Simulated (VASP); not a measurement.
# LaBe (Fm-3m) in VASP: further runs

Runs on LaBe. Level: PBE. Tasks: single point, relaxation of cell and atoms.

All numbers are computed with VASP 6.6.1; they aren't measurements. Logs are shortened: lines on timing, memory, paths and dates and some standing lists are left out, and cuts for length are marked.

## Step 1: The cell of the first run

The structure is cubic, space group Fm-3m (No. 225). The conventional cell has a = 6.064 Å, b = 6.064 Å, c = 6.064 Å, α = 90.00°, β = 90.00°, γ = 90.00°. La (site symmetry m-3m) has 6 Be at 3.03 Å as nearest neighbours. Be (site symmetry m-3m) has 6 La at 3.03 Å as nearest neighbours.

The cell was built by a generator and needn't be a form met in nature.

## Step 2: Single point, PBE (random cell by space group and Wyckoff sites (Fm-3m, No. 225))

File INCAR:

```
SYSTEM = LaBe
PREC     = Accurate       ! precision mode
ENCUT    = 520            ! plane-wave cutoff, eV
EDIFF    = 1E-6           ! SCF threshold, eV
ISMEAR   = 0              ! smearing method
SIGMA    = 0.1            ! smearing width, eV
LREAL    = .False.        ! projectors in reciprocal space
LASPH    = .True.         ! aspherical terms in the spheres
NELM     = 60             ! most SCF steps
ALGO     = Fast           ! electronic algorithm
ISIF     = 2              ! what is computed and relaxed
LWAVE    = .False.        ! write WAVECAR
LCHARG   = .False.        ! write CHGCAR
GGA      = PE             ! functional
NBANDS   = 14             ! bands
```

File KPOINTS:

```
Automatic mesh
0
Gamma
  16 16 16
  0 0 0
```

File POSCAR:

```
LaBe
1.0
    0.0000000000      3.0321219716      3.0321219716
    3.0321219716      0.0000000000      3.0321219716
    3.0321219716      3.0321219716      0.0000000000
La Be
1 1
Direct
    0.5000000000      0.5000000000      0.5000000000
    0.0000000000      0.0000000000      0.0000000000
```

Potentials or basis: VASP PAW PBE potentials, release 64 (La, Be).

Launch:

```
$ cat potpaw_PBE.64/La/POTCAR potpaw_PBE.64/Be/POTCAR > POTCAR
$ mpirun -np 1 vasp_std > vasp.out
```

OUTCAR:

```text
SYSTEM = LaBe
   PREC = Accurate
   ENCUT = 520
   EDIFF = 1E-6
   ISMEAR = 0
   LREAL = .False.
   LASPH = .True.
   NELM = 60
   ISIF = 2
   GGA = PE

 ion  position               nearest neighbor table
   1  0.500  0.500  0.500-   2 3.03   2 3.03   2 3.03   2 3.03   2 3.03   2 3.03
   2  0.000  0.000  0.000-   1 3.03   1 3.03   1 3.03   1 3.03   1 3.03   1 3.03

  LATTYP: Found a face centered cubic cell.
 ALAT       =     6.0642439432

  Lattice vectors:

 A1 = (   0.0000000000,   3.0321219716,   3.0321219716)
 A2 = (   3.0321219716,   0.0000000000,   3.0321219716)
 A3 = (   3.0321219716,   3.0321219716,   0.0000000000)

Analysis of symmetry for initial positions (statically):
=====================================================================
 Subroutine PRICEL returns:
 Original cell was already a primitive cell.

 Routine SETGRP: Setting up the symmetry group for a
 face centered cubic supercell.

 Subroutine GETGRP returns: Found 48 space group operations
 (whereof 48 operations were pure point group operations)
 out of a pool of 48 trial point group operations.

The static configuration has the point symmetry O_h .

Analysis of symmetry for dynamics (positions and initial velocities):
=====================================================================
 Subroutine PRICEL returns:
 Original cell was already a primitive cell.

 Routine SETGRP: Setting up the symmetry group for a
 face centered cubic supercell.

 Subroutine GETGRP returns: Found 48 space group operations
 (whereof 48 operations were pure point group operations)
 out of a pool of 48 trial point group operations.

The dynamic configuration has the point symmetry O_h .

 Subroutine INISYM returns: Found 48 space group operations
 (whereof 48 operations are pure point group operations),
 and found     1 'primitive' translations

----------------------------------------------------------------------------------------

                                     Primitive cell

  volume of cell :      55.7532

  direct lattice vectors                    reciprocal lattice vectors
     0.000000000  3.032121972  3.032121972    -0.164901018  0.164901018  0.164901018
     3.032121972  0.000000000  3.032121972     0.164901018 -0.164901018  0.164901018
     3.032121972  3.032121972  0.000000000     0.164901018  0.164901018 -0.164901018

  length of vectors
     4.288068015  4.288068015  4.288068015     0.285616942  0.285616942  0.285616942

  position of ions in fractional coordinates (direct lattice)
     0.500000000  0.500000000  0.500000000
     0.000000000  0.000000000  0.000000000

  ion indices of the primitive-cell ions
   primitive index   ion index
                 1           1
                 2           2

----------------------------------------------------------------------------------------

 KPOINTS: Automatic mesh

Automatic generation of k-mesh.
 Grid dimensions read from file:
 generate k-points for:   16   16   16

 Generating k-lattice:

  Cartesian coordinates                     Fractional coordinates (reciprocal lattice)
    -0.010306314  0.010306314  0.010306314     0.062500000  0.000000000  0.000000000
     0.010306314 -0.010306314  0.010306314     0.000000000  0.062500000  0.000000000
     0.010306314  0.010306314 -0.010306314     0.000000000  0.000000000  0.062500000

  Length of vectors
     0.017851059  0.017851059  0.017851059

  Shift w.r.t. Gamma in fractional coordinates (k-lattice)
     0.000000000  0.000000000  0.000000000

 Subroutine IBZKPT returns following result:
 ===========================================

 Found    145 irreducible k-points:

 Following reciprocal coordinates:
            Coordinates               Weight
  0.000000  0.000000  0.000000      1.000000
  0.062500  0.000000  0.000000      8.000000
  0.125000  0.000000  0.000000      8.000000
  0.187500  0.000000  0.000000      8.000000
  0.250000  0.000000  0.000000      8.000000
  0.312500  0.000000  0.000000      8.000000
[... 16 lines left out ...]
 -0.125000  0.062500  0.000000     24.000000
 -0.062500  0.062500  0.000000     12.000000
 [... further k-points ...]
   k-points           NKPTS =    145   k-points in BZ     NKDIM =    145   number of bands    NBANDS=     14
   number of dos      NEDOS =    301   number of ions     NIONS =      2
   total plane-waves  NPLWV =  32768
   dimension x,y,z NGX =    32 NGY =   32 NGZ =   32
   dimension x,y,z NGXF=    64 NGYF=   64 NGZF=   64
   ions per type =               1   1
   NGX,Y,Z   is equivalent  to a cutoff of  12.41, 12.41, 12.41 a.u.
   NGXF,Y,Z  is equivalent  to a cutoff of  24.81, 24.81, 24.81 a.u.
 SYSTEM =  LaBe
   PREC   = accura    normal or accurate (medium, high low for compatibility)
   ISTART =      0    job   : 0-new  1-cont  2-samecut
   ICHARG =      2    charge: 1-file 2-atom 10-const
   ISPIN  =      1    spin polarized calculation?
   LNONCOLLINEAR =      F non collinear calculations
   LSORBIT =      F    spin-orbit coupling
   LASPH  =      T    aspherical Exc in radial PAW
   ENCUT  =  520.0 eV  38.22 Ry    6.18 a.u.   7.97  7.97  7.97*2*pi/ulx,y,z
   NELM   =     60;   NELMIN=  2; NELMDL= -5     # of ELM steps
   EDIFF  = 0.1E-05   stopping-criterion for ELM
   LREAL  =      F    real-space projection
   EDIFFG = 0.1E-04   stopping-criterion for IOM
   NSW    =      0    number of steps for IOM
   IBRION =     -1    ionic relax: 0-MD 1-quasi-New 2-CG
   NFREE  =      0    steps in history (QN), initial steepest desc. (CG)
   ISIF   =      2    stress and relaxation
   ISYM   =      2    0-nonsym 1-usesym 2-fastsym
   POTIM  = 0.5000    time-step for ionic-motion
   TEBEG  =    0.0;   TEEND  =   0.0 temperature during run
   PSTRESS=    0.0 pullay stress
   NELECT =      13.0000    total number of electrons
   NUPDOWN=      -1.0000    fix difference up-down
   EMIN   =  10.00;   EMAX   =-10.00  energy-range for DOS
   EFERMI =   0.00;   METHOD = LEGACY
   ISMEAR =     0;   SIGMA  =   0.10  broadening in eV -4-tet -1-fermi 0-gaus
   EFERMI_NEDOS =   21; number of points for ismear=-14 and -15
   IALGO  =     68    algorithm
   IMIX   =      4    mixing-type and parameters
     AMIX     =   0.40;   BMIX     =  1.00
     AMIX_MAG =   1.60;   BMIX_MAG =  1.00
  volume/ion in A,a.u.               =      27.88       188.12
  Fermi-wavevector in a.u.,A,eV,Ry     =   1.007626  1.904137 13.814128  1.015310
  Thomas-Fermi vector in A             =   2.140442
   LORBIT       =      0    0 simple, 1 ext, 2 COOP (PROOUT), +10 PAW based schemes
   GGA     = PE    functional components
   LHFCALC =     F    Hartree Fock is set to
   AEXX    =    0.0000 exact exchange contribution
   IVDW    =     0    specifies the selected vdW correction
   LEPSILON=     F    determine dielectric tensor
   LRPA    =     F    only Hartree local field effects (RPA)
 non-spin polarized calculation
 RMM-DIIS sequential band-by-band and
 Gauss-broadening in eV      SIGMA  =   0.10
  energy-cutoff  :      520.00
  volume of cell :       55.75
 maximum number of plane-waves:      1524
   NGX = 15   NGY = 15   NGZ = 15

 number of electron      12.9999999 magnetization

 Free energy of the ion-electron system (eV)
  ---------------------------------------------------
  ext. energy  EPLUGINS =         0.00000000
  ---------------------------------------------------
  free energy    TOTEN  =        -7.32359146 eV

  energy without entropy =       -7.28442427  energy(sigma->0) =       -7.30400787

 E-fermi :   5.3717     XC(G=0):  -9.0179

 val. band max:        5.3710039753   @ k =  -0.4375   0.2500   0.0625
 cond. band min:       5.3718581083   @ k =  -0.3125   0.1875   0.0000
 fundamental gap:      0.0008541330
 Fermi energy:         5.3716976772

 k-point     1 :       0.0000    0.0000    0.0000
  band No.  band energies     occupation
      1     -27.1816      2.00000
      2     -10.6632      2.00000
      3     -10.6632      2.00000
      4     -10.6632      2.00000
      5       0.7234      2.00000
      6       6.7617      0.00000
      7       6.7617      0.00000
      8       6.7617      0.00000
      9       6.9334      0.00000
     10       6.9334      0.00000
     11       6.9334      0.00000
     12       7.2056      0.00000
     13       7.6951      0.00000
     14       7.6952      0.00000

 k-point     2 :       0.0625    0.0000    0.0000
  band No.  band energies     occupation
      1     -27.1802      2.00000
      2     -10.6819      2.00000
      3     -10.6651      2.00000
      4     -10.6651      2.00000
      5       0.7898      2.00000
      6       6.5464      0.00000
      7       6.6504      0.00000
      8       6.6504      0.00000
      9       6.9484      0.00000
     10       6.9927      0.00000
     11       6.9927      0.00000
     12       7.3107      0.00000
     13       7.6964      0.00000
     14       7.6969      0.00000

 k-point     3 :       0.1250    0.0000    0.0000
  band No.  band energies     occupation
      1     -27.1761      2.00000
      2     -10.7347      2.00000
      3     -10.6707      2.00000
      4     -10.6707      2.00000
      5       0.9832      2.00000
      6       6.1520      0.00000
      7       6.4021      0.00000
      8       6.4021      0.00000
      9       6.9490      0.00000
     10       7.0963      0.00000
     11       7.0963      0.00000
     12       7.4517      0.00000
     13       7.6883      0.00000
     14       7.6963      0.00000

 k-point     4 :       0.1875    0.0000    0.0000
  band No.  band energies     occupation
      1     -27.1699      2.00000
      2     -10.8121      2.00000
      3     -10.6789      2.00000
      4     -10.6789      2.00000
      5       1.2862      2.00000
      6       5.7070      0.00000
      7       6.0915      0.00000
      8       6.0915      0.00000
      9       6.9527      0.00000
     10       7.2017      0.00000
     11       7.2019      0.00000
     12       7.5461      0.00000
     13       7.6610      0.00000
     14       7.6957      0.00000

 k-point     5 :       0.2500    0.0000    0.0000
  band No.  band energies     occupation
      1     -27.1625      2.00000
      2     -10.9013      2.00000
      3     -10.6886      2.00000
      4     -10.6886      2.00000
      5       1.6727      2.00000
      6       5.2546      1.90224
      7       5.7822      0.00000
      8       5.7822      0.00000
      9       6.9748      0.00000
     10       7.2820      0.00000
     11       7.2821      0.00000
[... 276 lines left out ...]
 k-point    22 :      -0.1875    0.0625    0.0000
  band No.  band energies     occupation
      1     -27.1664      2.00000
      2     -10.8444      2.00000
      3     -10.7008      2.00000
      4     -10.6759      2.00000
      5       1.4573      2.00000
      6       5.5215      0.03418
      7       5.8964      0.00000
      8       5.9517      0.00000
      9       6.9919      0.00000
     10       7.1651      0.00000
     11       7.3192      0.00000
     12       7.5718      0.00000
     13       7.6377      0.00000
     14       7.6843      0.00000

 k-point    23 :      -0.1250    0.0625    0.0000
  band No.  band energies     occupation
      1     -27.1730      2.00000
      2     -10.7652      2.00000
      3     -10.6885      2.00000
      4     -10.6686      2.00000
      5       1.1274      2.00000
      6       5.9799      0.00000
      7       6.1952      0.00000
      8       6.2097      0.00000
      9       6.9789      0.00000
     10       7.0601      0.00000
     11       7.2518      0.00000
     12       7.4994      0.00000
     13       7.6611      0.00000
     14       7.6869      0.00000

 k-point    24 :      -0.0625    0.0625    0.0000
  band No.  band energies     occupation
      1     -27.1779      2.00000
      2     -10.7077      2.00000
      3     -10.6760      2.00000
      4     -10.6648      2.00000
      5       0.8983      2.00000
      6       6.3882      0.00000
      7       6.4099      0.00000
      8       6.4967      0.00000
      9       6.9558      0.00000
     10       6.9812      0.00000
     11       7.1489      0.00000
     12       7.3974      0.00000
     13       7.6795      0.00000
     14       7.7041      0.00000

 [... further k-points ...]

------------------------ aborting loop because EDIFF is reached ----------------------------------------

  FORCE on cell =-STRESS in cart. coord.  units (eV):
  Direction    XX          YY          ZZ          XY          YZ          ZX
  --------------------------------------------------------------------------------------
  -------------------------------------------------------------------------------------
  Total        0.0022199      0.0022199      0.0022199      0.0000000     -0.0000000      0.0000000
  in kB        0.0637931      0.0637931      0.0637931      0.0000000     -0.0000000      0.0000000
  external PRESSURE =       0.0637931 kB  Pullay stress =       0.0000000 kB

 VOLUME and BASIS-vectors are now :
 -----------------------------------------------------------------------------
  energy-cutoff  :      520.00
  volume of cell :       55.75
      direct lattice vectors                 reciprocal lattice vectors
     0.000000000  3.032121972  3.032121972    -0.164901018  0.164901018  0.164901018
     3.032121972  0.000000000  3.032121972     0.164901018 -0.164901018  0.164901018
     3.032121972  3.032121972  0.000000000     0.164901018  0.164901018 -0.164901018

 POSITION                                       TOTAL-FORCE (eV/Angst)
 -----------------------------------------------------------------------------------
      3.03212      3.03212      3.03212        -0.000000     -0.000000      0.000000
      0.00000      0.00000      0.00000         0.000000      0.000000     -0.000000
 -----------------------------------------------------------------------------------
    total drift:                               -0.000000     -0.000000      0.000000

  FREE ENERGIE OF THE ION-ELECTRON SYSTEM (eV)
  ---------------------------------------------------
  free  energy   TOTEN  =        -7.3235914600 eV

  energy  without entropy=       -7.2844242734  energy(sigma->0) =       -7.30400787
```

It took 2.8 min on 1 thread of Intel Xeon Platinum 8488C (Sapphire Rapids), shared host; peak memory 0.29 GiB.

What came out:

```yaml
Free_energy: -7.3236 eV
Pressure: 0.0 GPa
Band_gap_on_the_k_mesh: none (metal or under the smearing width)
```

(Continued in part 2 of 2.)
